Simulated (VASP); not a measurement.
Data:

```xyz
2
Lattice="0.0000 2.1144 2.1144 2.1144 0.0000 2.1144 2.1144 2.1144 0.0000" Properties=species:S:1:pos:R:3 pbc="T T T"
C      0.0000     0.0000     0.0000
Rh     2.1144     2.1144     2.1144
```

These are PBE GGA, VASP's PBE PAW potentials (set 64) (plane waves; VASP) values and carry that method's errors. Numerical set-up: 400 eV cut-off, 9×9×9 Γ-centred mesh, Fermi-Dirac smearing of 0.10 eV, potentials C Rh_pv.

At this cut-off the stress carries a Pulay error, which pulls relaxed volumes low. Energy and stress use the plane-wave basis of the starting cell.

Task: The ions, cell shape and volume are relaxed. Give the cell that the relaxation ends in.

Result: 
```xyz
2
Lattice="0.0000 2.1628 2.1628 2.1628 0.0000 2.1628 2.1628 2.1628 0.0000" Properties=species:S:1:pos:R:3 pbc="T T T"
C      0.0000     0.0000     0.0000
Rh     2.1628     2.1628     2.1628
```
Space group Fm-3m (225), at a tolerance of 0.03 Å.

Task: How do energy and volume change from the first to the last step?

Result: The energy (σ→0) changes by -46.5 meV/atom and the volume by +7.0 %, in 4 ionic steps.

| step | E(σ→0) (eV) | max force (eV/Å) | pressure (GPa) | volume (Å³) |
|---|---|---|---|---|
| 1 | -14.2440 | 0.000 | 24.33 | 18.91 |
| 2 | -14.0256 | 0.000 | -30.11 | 23.11 |
| 3 | -14.3368 | 0.000 | -0.87 | 20.29 |
| 4 | -14.3370 | 0.000 | -0.11 | 20.23 |

The structure was generated: RhC was put into an ordered model structure, which need not be its known phase. This run relaxes it. Symmetry was kept, so distortions that lower it aren't found. The run is one of a series of settings (EDIFFG = -0.01, IBRION = 2, ISIF = 3, NSW = 50 against the base run), some of them coarse on purpose. The electron count is odd and the run is not spin-polarised, which forces a metal.
